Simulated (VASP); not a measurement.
Here is the system:

```yaml
crystal:
  lattice:
    - [2.33296, -4.04081, 0.00000]
    - [2.33296, 4.04081, 0.00000]
    - [0.00000, 0.00000, 7.60007]
  atoms:
    - { symbol: Mg, position: [0.66667, 0.33333, 0.49980] }
    - { symbol: Mg, position: [0.33333, 0.66667, 0.99980] }
    - { symbol: Te, position: [0.66667, 0.33333, 0.87620] }
    - { symbol: Te, position: [0.33333, 0.66667, 0.37620] }
```

Calculation: vdW-DF2, VASP's PBE PAW potentials (set 64) (plane waves; VASP). Settings: 520 eV cut-off, Gaussian smearing of 0.050 eV, potentials Mg Te.

Unless said otherwise, spin-orbit coupling is left out, though it shifts the bands of the heavy elements here.

Question: Give the energies of bands 3 to 11 at the high-symmetry points, in eV from the valence-band maximum.

Answer: 
```tsv
band	Γ	M	K	A	L	H
3	-3.00	-2.88	-2.43	-1.87	-2.94	-2.76
4	-0.43	-2.45	-2.43	-1.87	-2.94	-2.76
5	-0.43	-1.77	-2.12	-0.23	-0.80	-1.74
6	0.00	-1.10	-1.25	-0.23	-0.80	-1.73
7	0.00	-0.88	-1.25	-0.23	-0.79	-0.56
8	0.00	-0.40	-1.22	-0.23	-0.79	-0.56
9	2.12	3.16	3.64	3.21	3.13	3.81
10	2.82	3.72	5.29	3.21	3.13	3.81
11	5.25	4.21	5.29	5.52	4.30	5.11
```

The gap is direct, 2.12 eV, from the valence maximum at Γ to the conduction minimum at Γ.

The compound is MgTe in the wurtzite structure. It was relaxed first, which changed the volume by +8 %.
